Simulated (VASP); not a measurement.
Data:

```yaml
crystal:
  lattice:
    - [-2.17260, 2.17260, 2.17260]
    - [2.17260, -2.17260, 2.17260]
    - [2.17260, 2.17260, -2.17260]
  atoms:
    - { symbol: Na, position: [0.00000, 0.00000, 0.00000] }
```

Level of theory: PBE GGA, VASP's PBE PAW potentials (set 64) (plane waves; VASP). Run with 800 eV cut-off, 11×11×11 Γ-centred mesh, first-order Methfessel-Paxton smearing of 0.10 eV, potentials Na_sv.

Task: What does the run give for the energy per atom (σ→0), band gap (on the k-mesh) with the smallest direct gap where there is one?

Result: 
```json
{
 "band gap (on the k-mesh)": "none (metal, semimetal or under 0.01 eV)",
 "energy per atom (σ→0)": "-1.312 eV/atom"
}
```

The compound is Na in the bcc structure. The cell was not relaxed at this level. The run is one of a series of settings (ENCUT = 800, POTCAR Na_sv (PBE.64 set) against the base run), some of them coarse on purpose.
